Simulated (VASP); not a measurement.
VASP ran on this input.

**KPOINTS**
```
Automatic mesh
0
Gamma
7 7 7
0 0 0
```

**POSCAR**
```
KCl
3.1450
  0.0000000000   1.0000000000   1.0000000000
  1.0000000000   0.0000000000   1.0000000000
  1.0000000000   1.0000000000   0.0000000000
K Cl
1 1
Cart
  0.0000000000   0.0000000000   0.0000000000
  1.0000000000   1.0000000000   1.0000000000
```

INCAR:
```
ALGO=Normal
EDIFF=1E-6
ENCUT=400
GGA=PE
ISIF=2
ISMEAR=0
LASPH=.TRUE.
LCHARG=.FALSE.
LREAL=.FALSE.
LWAVE=.FALSE.
NELM=100
PREC=Accurate
SIGMA=0.05
SYSTEM=KCl
```

POTCAR, in this order: K_sv Cl (PBE.64 set). Program: vasp_std.

Q: Write an equivalent input for Ansatz.

A: One equivalent input (not run):
Ansatz 0.2 input:
```yaml
crystal:
  lattice:
    - [0.0000000, 3.1450000, 3.1450000]
    - [3.1450000, 0.0000000, 3.1450000]
    - [3.1450000, 3.1450000, 0.0000000]
  atoms:
    - { symbol: K, position: [0.0000000, 0.0000000, 0.0000000] }
    - { symbol: Cl, position: [0.5000000, 0.5000000, 0.5000000] }
kpoints:
  mp_grid: { grid: [7, 7, 7] }
hamiltonian:
  xc: pbe
  pseudopotentials: { kind: paw }
scf:
  occupations: { method: gaussian, width: 0.05 }
  max_iter: 100
output: { forces: true, stress: true, eigenvalues: true }
```
The two are equivalent in intent, not identical: each code has its own PAW files, so the cut-off isn't converted (ENCUT is set for VASP's; basis.ecutwfc is left out, and Ansatz then takes the one that its files recommend); Ansatz stops its SCF on the density residual and VASP on the energy change (EDIFF).

The compound is KCl in the rock salt structure. The cell was not relaxed at this level.
